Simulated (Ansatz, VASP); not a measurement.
Two plane-wave programs on GaSn

INCAR

```
PREC = Accurate
ENCUT = 600
EDIFF = 1E-6
ISMEAR = -1
SIGMA = 0.05
LREAL = F
LASPH = T
NELM = 100
ALGO = Normal
ISIF = 3
LWAVE = F
LCHARG = F
IBRION = 2
NSW = 40
EDIFFG = -0.02
```

Contents of KPOINTS:

```
regular mesh
0
Gamma
  8 8 8
```

POSCAR

```
GaSn
1.0
    0.0000000000      2.9028814200      3.0982155700
    2.7292512900      0.0000000000      3.0982155700
    2.7292512900      2.9028814200      0.0000000000
Ga Sn
1 1
Direct
    0.5000000000      0.5000000000      0.5000000000
    0.0000000000      0.0000000000      0.0000000000
```

Contents of input.yaml:

```yaml
crystal:
  lattice:
    - [0.0, 2.90288142, 3.09821557]
    - [2.72925129, 0.0, 3.09821557]
    - [2.72925129, 2.90288142, 0.0]
  atoms:
    - { symbol: Ga, position: [0.5, 0.5, 0.5] }
    - { symbol: Sn, position: [0.0, 0.0, 0.0] }
hamiltonian:
  xc: lda
  pseudopotentials: { kind: paw }
kpoints:
  mp_grid: { grid: [8, 8, 8] }
scf:
  occupations: { method: fermi_dirac, width: 0.05 }
output:
  forces: true
  stress: true
  eigenvalues: true
relax:
  f_tol: 0.01
  max_steps: 40
  cell: { stress_tol: 0.05 }
```

The cell was built by a generator and needn't be a form met in nature.

Alike in both runs: task relaxation of cell and atoms; functional LDA; k mesh 8 × 8 × 8; occupations fermi-dirac, width 0.05 eV; no spin polarisation.

|  | VASP | Ansatz |
| --- | --- | --- |
| version | VASP 6.6.1 | Ansatz 0.2.0 |
| potentials or method | VASP PAW LDA potentials, release 64 (Ga_d, Sn_d) | Ansatz PAW |
| plane-wave cutoff (eV) | 600 | 420 |
| valence electrons in the cell | 27 | 27 |

|  | VASP | Ansatz | Ansatz less VASP |
| --- | --- | --- | --- |
| gap on the k mesh at the Fermi level, each at its own relaxed structure (eV) | none | none | - |
| relaxed volume (Å³/atom) | 22.42 | 22.36 | -0.065 |
| relaxed cell length with the largest relative difference (Å) | 3.988 | 3.984 | -0.0042 |
| energy change over the relaxation (meV/atom) | -83 | -84 | -0.6 |

A gap of «none» marks a metal or a gap that the smearing closes.

Caveats: the plane-wave basis is chosen anew once the cell has moved, so the energies of steps on either side of that aren't comparable (Ansatz); the PAW data sets come from PBE, with cores solved anew for the run's functional, which leaves a small shift of forces and pressure (Ansatz).
